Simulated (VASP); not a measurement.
Computed with exact exchange on PBE orbitals, VASP's PBE PAW potentials (set 64) (plane waves; VASP).

The input files of a VASP run:

File KPOINTS:
```
Regular mesh
0
gamma
  4 4 4
0 0 0
```

POSCAR:
```
BAs
1
    0.0000000000     2.3900000000     2.3900000000
    2.3900000000     0.0000000000     2.3900000000
    2.3900000000     2.3900000000     0.0000000000
B As
1 1
Direct
  0.0000000000   0.0000000000   0.0000000000
  0.2500000000   0.2500000000   0.2500000000
```

**INCAR**
```
LWAVE = .FALSE.
ISMEAR = 0
ALGO = Eigenval
EDIFF = 1E-8   ! SCF stop (eV)
PREC = Normal
ALDAC = 0.0
LHFCALC = .TRUE.
SYSTEM = BAs
PRECFOCK = Normal
SIGMA = 0.01   ! width (eV)
LASPH = .TRUE.
AGGAC = 0.0
ENCUT = 500   ! plane-wave cut-off (eV)
AEXX = 1.0
ISYM = 3
NELM = 1
LCHARG = .FALSE.
LREAL = .FALSE.   ! projection in real space or not
GGA = PE   ! PBE
```

POTCAR, in this order: B_GW As_GW (PBE.64 set). Program: vasp_std. Read from the step before: WAVECAR.

What will the output report for the number of irreducible k-points (NKPTS), largest plane-wave count, number of space-group operations, FFT grid (NGX, NGY, NGZ)?

```json
{
  "number of irreducible k-points (NKPTS)": "8",
  "largest_plane_wave_count": "701",
  "number_of_space_group_operations": "24",
  "FFT grid (NGX, NGY, NGZ)": "18 × 18 × 18"
}
```

The compound is BAs in the zinc blende structure. The cell was not relaxed at this level. The k-mesh is coarse (spacing up to 0.57 per Å, 2π included), so the numbers may not be converged in it.
